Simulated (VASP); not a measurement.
These are revTPSS meta-GGA, VASP's PBE PAW potentials (set 64) (plane waves; VASP) values and carry that method's errors.

VASP input:

KPOINTS:
```
Automatic
0
Gamma
7 7 7
0 0 0
```

**INCAR**
```
! general
SYSTEM  = PbTe
PREC    = Accurate
ENCUT   = 520
LREAL   = .FALSE.
LASPH   = .TRUE.

! electronic loop
EDIFF   = 1E-7
NELM    = 100
ALGO    = Normal
LMAXMIX = 4
LMIXTAU = .TRUE.

! smearing
ISMEAR  = 0
SIGMA   = 0.05

! functional
METAGGA = RTPSS

! ions
ISIF    = 2

! output
LWAVE   = .FALSE.
LCHARG  = .FALSE.
```

POSCAR:
```
PbTe
4.6441070
  0.0000000000   0.7071067635   0.7071067635
  0.7071067635   0.0000000000   0.7071067635
  0.7071067635   0.7071067635   0.0000000000
Te Pb
1 1
Direct
  0.5000000000   0.5000000000   0.5000000000
  0.0000000000   0.0000000000   0.0000000000
```

POTCAR, in this order: Te Pb_d (PBE.64 set). Program: vasp_std.

Q: Estimate the energy per atom (σ→0), pressure.

A: 
The energy per atom (σ→0) is 27.828 eV/atom and the pressure is -1.14 GPa.

### OSZICAR
```
...
DAV:  15     0.556560445620E+02   -0.12427E-04   -0.11219E-05   704   0.295E-02    0.224E-02
DAV:  16     0.556559906945E+02   -0.53867E-04   -0.73709E-05   572   0.110E-01    0.266E-02
DAV:  17     0.556559943177E+02    0.36231E-05   -0.10152E-05   596   0.438E-02    0.193E-02
DAV:  18     0.556559871190E+02   -0.71987E-05   -0.22977E-06   590   0.226E-02    0.109E-02
DAV:  19     0.556559881430E+02    0.10240E-05   -0.38046E-06   572   0.288E-02    0.473E-03
DAV:  20     0.556559865647E+02   -0.15783E-05   -0.94069E-07   656   0.132E-02    0.306E-03
DAV:  21     0.556559865157E+02   -0.49017E-07   -0.25960E-08   298   0.168E-03
   1 F= 0.55655987E+02 E0= 0.55655987E+02  d E =-.318779E-14
```

The compound is PbTe in the rock salt structure. This cell is one point of a volume scan, at 1.03 of the reference volume.
